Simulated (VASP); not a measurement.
All values below come from PBE GGA, VASP's PBE PAW potentials (set 64) (plane waves; VASP 6.6.1).

A VASP calculation is set up with these files.

File KPOINTS:
```
kpoints
0
Gamma
 1 1 1
0 0 0
```

### INCAR
```
! general
SYSTEM=B33N31
PREC  =Normal
ENCUT =400
LREAL =Auto
LASPH =.True.
ISYM  =0
NELECT=252.0

! electronic loop
EDIFF =1E-5
NELM  =100
NELMIN=4
ALGO  =Fast

! smearing
ISMEAR=0
SIGMA =0.05

! functional
GGA   =PE

! ions
IBRION=2
NSW   =60
ISIF  =2
EDIFFG=-0.03

! output
LWAVE =.False.
LCHARG=.False.
```

**POSCAR**
```
B33N31
1.0
  7.2488848260   0.0000000000   0.0000000000
  0.0000000000   7.2488848260   0.0000000000
  0.0000000000   0.0000000000   7.2488848260
B N
33 31
Cart
  3.6244424130   0.0000000000   0.0000000000
  5.4079072934   1.8555840355   0.0223410630
  5.4118071934   7.2303421786   1.7809205218
  0.0000000000   0.0000000000   0.0000000000
  1.8122212065   1.8122212065   0.0000000000
  3.6146419207   3.6099011500   0.0314964046
  5.4366636195   5.4366636195   0.0000000000
  1.8122212065   0.0000000000   1.8122212065
  3.5751572451   1.8517711221   1.7976002058
  4.5733649300   2.7083573442   2.7151712960
  5.4313936802   3.6653913634   1.8264870118
  3.5968749040   7.2139741967   3.6197886289
  5.4393602047   1.7866471408   3.5771651862
  5.4366636195   0.0000000000   5.4366636195
  0.0000000000   3.6244424130   0.0000000000
  1.8122212065   5.4366636195   0.0000000000
  0.0000000000   1.8122212065   1.8122212065
  1.7647917531   3.6710672402   1.8571280480
  3.6549819648   5.4253263636   1.8334096968
  0.0000000000   0.0000000000   3.6244424130
  1.8089229639   1.7751069162   3.6286757617
  3.5828483119   3.6332208125   3.6472039114
  5.4533867968   5.4025503675   3.6509153404
  1.8122212065   0.0000000000   5.4366636195
  3.6380920631   1.7864514209   5.4644993372
  5.4835566554   3.6517272155   5.4202956376
  0.0000000000   5.4366636195   1.8122212065
  0.0000000000   3.6244424130   3.6244424130
  1.8122212065   5.4366636195   3.6244424130
  0.0000000000   1.8122212065   5.4366636195
  1.8122212065   3.6244424130   5.4366636195
  3.6244424130   5.4366636195   5.4366636195
  0.0000000000   5.4366636195   5.4366636195
  4.5136703635   0.8619938902   0.8947081074
  6.2973454615   2.7505458539   0.9153239359
  6.3277690312   0.8817688480   2.6693148506
  0.9061106033   0.9061106033   0.9061106033
  2.7392303447   2.7637895665   0.9163315309
  4.5102633876   4.5350255782   0.9525397106
  6.3427742228   6.3427742228   0.9061106033
  2.6987815674   0.8699024235   2.7659642319
  6.3166854863   4.5482330463   2.7112351515
  4.5628250515   0.9199414755   4.5803963483
  6.3618895320   2.6979189501   4.5576203522
  6.3427742228   0.9061106033   6.3427742228
  0.9061106033   4.5305530162   0.9061106033
  2.7183318097   6.3427742228   0.9061106033
  0.9061106033   2.7183318097   2.7183318097
  2.7561057486   4.5507629071   2.6857118280
  4.5305530162   6.3427742228   2.7183318097
  0.9061106033   0.9061106033   4.5305530162
  2.6863787254   2.7093359437   4.5458626610
  4.4852329883   4.5263196675   4.4918657179
  6.3427742228   6.3427742228   4.5305530162
  2.7183318097   0.9061106033   6.3427742228
  4.5305530162   2.7183318097   6.3427742228
  6.3427742228   4.5305530162   6.3427742228
  0.9061106033   6.3427742228   2.7183318097
  0.9061106033   4.5305530162   4.5305530162
  2.7183318097   6.3427742228   4.5305530162
  0.9061106033   2.7183318097   6.3427742228
  2.7183318097   4.5305530162   6.3427742228
  4.5305530162   6.3427742228   6.3427742228
  0.9061106033   6.3427742228   6.3427742228
```

POTCAR, in this order: B N (PBE.64 set). Program: vasp_gam.

Task: What will the output report for the number of irreducible k-points (NKPTS), largest plane-wave count, FFT grid (NGX, NGY, NGZ)?

Result: 
```
Property                                      Result
--------------------------------------  ------------
number of irreducible k-points (NKPTS)             1
largest plane-wave count                        3466
FFT grid (NGX, NGY, NGZ)                36 × 36 × 36
```

The cell is a supercell with a defect, built from BN (zinc blende): B_N, charge +2. The run is not spin-polarised, so no state with unpaired spins was tried.
